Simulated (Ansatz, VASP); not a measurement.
# SnTeS (1T-SnSTe, 1 layer) in two plane-wave programs, part 2 of 2

Aim: how closely do two programs agree when they are given the same cell, functional and k mesh? Of the first pair: The structure shown is the start of the Ansatz relaxation below; VASP solves that cell, so the two are compared at the walk's first step.

VASP 6.6.1 and Ansatz 0.2.0.

So far: Starting point; Ansatz: relaxation, PBE; VASP: single point, PBE, start cell, pair 1.

### Step 4. Comparison

Known differences besides the potentials themselves: the data sets hold 36 valence electrons in Ansatz (on its default PAW (the set named soft_2) files) and 26 in VASP; the cutoff is 420 eV in Ansatz and 400 eV in VASP. Total energies have different zeros and are not compared.

Forces (eV/Å; atoms numbered as in POSCAR):

| atom | Ansatz x, y, z | VASP x, y, z |
| --- | --- | --- |
| Te1 | 0.000, 0.000, -4.922 | 0.000, 0.000, -4.943 |
| Sn2 | 0.000, 0.000, -0.738 | 0.000, 0.000, -0.704 |
| S3 | 0.000, 0.000, 5.660 | 0.000, 0.000, 5.648 |

The forces differ by 14 meV/Å r.m.s., which is 0.6 % of the r.m.s. force of 2.513 eV/Å (both taken over all components). With vacuum in the cell, a pressure given here is an average over mostly empty space and none of the material.

### Step 5. Ansatz: relaxation, PBE

This run makes the geometry at which the two programs are then compared.

The structure compared here is the end of the Ansatz relaxation.

input.yaml reads:

```yaml
crystal:
  lattice:
    - [3.7422765, 0.0, 0.0]
    - [-1.87113825, 3.240906517, 0.0]
    - [0.0, 0.0, 24.4305228475]
  atoms:
    - { symbol: Te, position: [0.6666666667, 0.3333333333, 0.45025643] }
    - { symbol: Sn, position: [0.0, 0.0, 0.513132516] }
    - { symbol: S, position: [0.3333333333, 0.6666666667, 0.54974357] }
kpoints:
  mp_grid: { grid: [12, 12, 1] }
hamiltonian:
  xc: pbe
scf:
  occupations: { method: fermi_dirac, width: 0.05 }
  convergence: { dr2_threshold: 1.0e-08 }
efield:
  axis: 3
  dipole_correction: true
  ramp_position: 0.97
  ramp_width: 0.04
relax:
  f_tol: 0.01
  cell: { fix: [c, alpha, beta] }
output:
  write_potential: true
  write_density: true
  volumetric_format: npy
```

Command:

```bash
> ansatz run input.yaml --threads 4 --pin off --max-ram 8192MiB --backend cpu --events-out ev --progress --plain --runs-dir out
```

Numbers of over 12 decimals in the logs are rounded to 6 here.

The log of the run:

```text
[...]
Crystal: 3 atoms, lattice volume = 296.302 Å³
Basis set: ecut = 420 eV, 5805 PW (Γ), exchange–correlation on 54×54×360 points (8 copies of the dense FFT grid, shifted against one another)
[...]
cell:  # Å, volume = 321.2178 Å³
    - [3.896441, 0, 0]
    - [-1.948220, 3.374417, 0]
    - [0, 0, 24.4305228475]
  atoms:
    - { symbol: Te, position: [0.666667, 0.333333, 0.433313] }
    - { symbol: Sn, position: [-1.117947058757351e-18, 0, 0.510819] }
    - { symbol: S, position: [0.333333, 0.666667, 0.569001] }
[key lines of the parts left out:]
SCF converged after 4 iterations
Free energy (F): -13906.673575 eV
Fermi energy:    -1.768837 eV
Dipole field:    D = -0.028805 V/Å  (p = -0.051134 e·Å, saw-weighted, corrected)
Work function:   Φ+ = 5.5727 eV   Φ− = 4.8690 eV
P = ⅓ Tr σ = -0.0061 GPa (-0.061 kbar)
```

### Step 6. VASP: single point, PBE, relaxed cell, pair 2

The same cell, functional, mesh and smearing now go to VASP, with its own data sets.

INCAR reads:

```
SYSTEM = SnTeS
PREC = Accurate
ENCUT = 500
EDIFF = 1E-06
NELM = 120
ISMEAR = -1
SIGMA = 0.05
LREAL = .FALSE.
ALGO = Normal
GGA = PE
NBANDS = 19
LORBIT = 11
LWAVE = .FALSE.
LCHARG = .FALSE.
ISIF = 2
LDIPOL = .TRUE.
IDIPOL = 3
DIPOL = 0.5 0.5 0.505
LVHAR = .TRUE.
LASPH = .TRUE.
GGA_COMPAT = .FALSE.
NELMDL = -8
```

POSCAR reads:

```
SnTeS
1.0
    3.8964407942      0.0000000000      0.0000000000
   -1.9482203971      3.3744167121      0.0000000000
    0.0000000000      0.0000000000     24.4305228475
Te Sn S
1 1 1
Direct
    0.6666666667      0.3333333333      0.4333130306
    0.0000000000      0.0000000000      0.5108188249
    0.3333333333      0.6666666667      0.5690006605
```

KPOINTS reads:

```
Automatic mesh
0
Gamma
12 12 1
0 0 0
```

PAW data sets: Te, Sn_d and S (PBE family, release 64).

Command:

```bash
> mpirun -np 1 vasp_std
```

The log of the run:

```text
[... set-up lines as in an earlier step ...]
 entering main loop
       N       E                     dE             d eps       ncg     rms          rms(c)
DAV:   1     0.169790082020E+03    0.16979E+03   -0.10509E+04   842   0.103E+03
DAV:   2     0.773776998920E+01   -0.16205E+03   -0.15837E+03   934   0.222E+02
DAV:   3    -0.112298579831E+02   -0.18968E+02   -0.18863E+02   933   0.875E+01
DAV:   4    -0.118566621681E+02   -0.62680E+00   -0.62536E+00  1042   0.184E+01
[...]
DAV:  25    -0.115386859347E+02   -0.11174E-05   -0.21407E-08   793   0.963E-04    0.152E-03
DAV:  26    -0.115386870576E+02   -0.11229E-05   -0.23778E-08   748   0.448E-04    0.801E-04
DAV:  27    -0.115386873243E+02   -0.26673E-06   -0.50506E-09   750   0.278E-04
   1 F= -.11538687E+02 E0= -.11534070E+02  d E =-.923459E-02
```

From OUTCAR (step 6):

```text
  Total       -0.0392539     -0.0392539     -0.0035531     -0.0000000      0.0000000     -0.0000000
  in kB       -0.1957917     -0.1957917     -0.0177223     -0.0000000      0.0000000     -0.0000000
  external PRESSURE =      -0.1364352 kB  Pullay stress =       0.0000000 kB

 POSITION                                       TOTAL-FORCE (eV/Angst)
 -----------------------------------------------------------------------------------
      1.94822      1.12481     10.58606         0.000000     -0.000000     -0.010053
      0.00000      0.00000     12.47957         0.000000     -0.000000      0.012264
     -0.00000      2.24961     13.90098        -0.000000      0.000000     -0.002211
 -----------------------------------------------------------------------------------
    total drift:                                0.000000      0.000000     -0.000060

  FREE ENERGIE OF THE ION-ELECTRON SYSTEM (eV)
  ---------------------------------------------------
  free  energy   TOTEN  =       -11.5386873243 eV

  energy  without entropy=      -11.5294527352  energy(sigma->0) =      -11.53407003

[... 1 part as in an earlier step ...]

[... 2 further parts left out ...]
[key lines of the parts left out:]
E-fermi :  -2.3795
```

### Step 7. Differences

What differs besides the data sets and the points named for the pairs above, as far as they apply: the data sets hold 36 valence electrons in Ansatz (on its default PAW (the set named soft_2) files) and 26 in VASP; the cutoff is 420 eV in Ansatz and 500 eV in VASP; Ansatz's pressure holds a Pulay correction, VASP's none. Total energies have different zeros and are not compared.

The two programs side by side:

| quantity | Ansatz | VASP | difference |
| --- | --- | --- | --- |
| pressure (GPa) | -0.01 | -0.01 | +0.01 |
| work function, lower of the two faces (eV) | 4.87 | 4.87 | 0.00 |
| work function, higher of the two faces (eV) | 5.57 | 5.56 | +0.02 |

At this near-relaxed geometry the largest component of a force difference is 10 meV/Å. With vacuum in the cell, a pressure given here is an average over mostly empty space and none of the material.

### Step 8. Summary of results

| Quantity | Value |
| --- | --- |
| r.m.s. force difference (single point, PBE, start cell, pair 1) | 0.55 % of the r.m.s. force |
| difference in work function, higher of the two faces (single point, PBE, relaxed cell, pair 2) | 0.017 eV |

What this shows: The r.m.s. force difference is 0.55 % of the r.m.s. force (single point, PBE, start cell, pair 1), within the 3 % picked in this series as the mark of a large difference. The data sets hold unlike numbers of valence electrons (36 in Ansatz and 26 in VASP), so part of the differences comes from the potentials. Such differences can come from data sets, numerical settings and the points named under the comparisons, not from the functional's error against experiment.

[Lines on the potential files, build, host, timing and source positions are cut from VASP's logs without a mark.]

[Logs are printed without paths, hosts, clocks, repeated set-up lines and the standing remarks that a program may print on its own settings, such as how far it seeks lower states.]

[Hosts, paths, dates, database ids (printed as entryN), source tags and the programs' standing remarks are cut or masked in the printed files.]
